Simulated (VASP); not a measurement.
These are optB86b-vdW, VASP's PBE PAW potentials (set 64) (plane waves; VASP) values and carry that method's errors.

The input files of a VASP run:

### INCAR
```
SYSTEM = SnTe
PREC = Accurate; ENCUT = 520; LREAL = .FALSE.
LASPH = .TRUE.; ICHARG = 11
EDIFF = 1E-7; NELM = 100; ALGO = Normal
LMAXMIX = 4
ISMEAR = 0; SIGMA = 0.05
GGA = MK; LUSE_VDW = .TRUE.; AGGAC = 0.0
PARAM1 = 0.1234; PARAM2 = 1.0
LWAVE = .FALSE.; LCHARG = .FALSE.; LORBIT = 11
```

### KPOINTS
```
k-points along high-symmetry lines
15
Line-mode
Reciprocal
  0.000000   0.000000   0.000000 ! GAMMA
  0.500000   0.000000   0.500000 ! X

  0.500000   0.000000   0.500000 ! X
  0.625000   0.250000   0.625000 ! U

  0.375000   0.375000   0.750000 ! K
  0.000000   0.000000   0.000000 ! GAMMA

  0.000000   0.000000   0.000000 ! GAMMA
  0.500000   0.500000   0.500000 ! L

  0.500000   0.500000   0.500000 ! L
  0.500000   0.250000   0.750000 ! W

  0.500000   0.250000   0.750000 ! W
  0.500000   0.000000   0.500000 ! X
```

File POSCAR:
```
SnTe
1
    0.0000000000     3.1781982650     3.1781982650
    3.1781982650     0.0000000000     3.1781982650
    3.1781982650     3.1781982650    -0.0000000000
Sn Te
1 1
Direct
  0.0000000000   0.0000000000   0.0000000000
  0.5000000000   0.5000000000   0.5000000000
```

POTCAR, in this order: Sn_d Te (PBE.64 set). Program: vasp_std. Read from the step before: CHGCAR.

What VASP printed:

File OSZICAR:
```
       N       E                     dE             d eps       ncg     rms          rms(c)
DAV:   1     0.128535168660E+03    0.12854E+03   -0.97473E+03  2544   0.163E+03
DAV:   2     0.767722997878E+01   -0.12086E+03   -0.11881E+03  2664   0.369E+02
DAV:   3    -0.262462801890E+01   -0.10302E+02   -0.10193E+02  3372   0.987E+01
DAV:   4    -0.288917685029E+01   -0.26455E+00   -0.26441E+00  2880   0.171E+01
DAV:   5    -0.290042434868E+01   -0.11247E-01   -0.11247E-01  3792   0.333E+00
DAV:   6    -0.290074156614E+01   -0.31722E-03   -0.31722E-03  3210   0.423E-01
DAV:   7    -0.290074522046E+01   -0.36543E-05   -0.36551E-05  3768   0.533E-02
DAV:   8    -0.290074527857E+01   -0.58114E-07   -0.58196E-07  3112   0.603E-03
   1 F= -.29007453E+01 E0= -.29001126E+01  d E =-.126532E-02
```

OUTCAR:
```
 val. band max:        6.5630145334   @ k =   0.5000   0.5000   0.5000

 cond. band min:       6.5721219719   @ k =   0.5000   0.5000   0.5000



 k-point     1 :       0.0000    0.0000    0.0000
  band No.  band energies     occupation
      1     -15.3031      2.00000
      2     -15.3031      2.00000
      3     -15.2972      2.00000
      4     -15.2972      2.00000
      5     -15.2972      2.00000
      6      -6.0712      2.00000
      7       1.6900      2.00000
      8       4.4813      2.00000
      9       4.4813      2.00000
     10       4.4813      2.00000
     11       9.7934      0.00000
     12       9.7934      0.00000
     13       9.7934      0.00000
     14      11.3945      0.00000

 k-point     2 :       0.0357    0.0000    0.0357
  band No.  band energies     occupation
      1     -15.3032      2.00000
      2     -15.3030      2.00000
      3     -15.2972      2.00000
      4     -15.2971      2.00000
      5     -15.2971      2.00000
      6      -6.0574      2.00000
      7       1.6109      2.00000
      8       4.4551      2.00000
      9       4.4551      2.00000
     10       4.5960      2.00000
     11       9.5476      0.00000
     12       9.7956      0.00000
     13       9.7956      0.00000
     14      11.3013      0.00000

 k-point     3 :       0.0714    0.0000    0.0714
  band No.  band energies     occupation
      1     -15.3037      2.00000
      2     -15.3029      2.00000
      3     -15.2974      2.00000
      4     -15.2967      2.00000
      5     -15.2967      2.00000
      6      -6.0158      2.00000
      7       1.4078      2.00000
      8       4.3796      2.00000
      9       4.3796      2.00000
     10       4.9008      2.00000
     11       8.9634      0.00000
     12       9.8087      0.00000
     13       9.8087      0.00000
     14      11.0718      0.00000

 k-point     4 :       0.1071    0.0000    0.1071
  band No.  band energies     occupation
      1     -15.3045      2.00000
...
```

The density is held fixed in this step, so its total energy and stress have no physical meaning. Unless said otherwise, spin-orbit coupling is left out, though it shifts the bands of the heavy elements here.

The compound is SnTe in the rock salt structure, which distorts at low temperature. It was relaxed first.
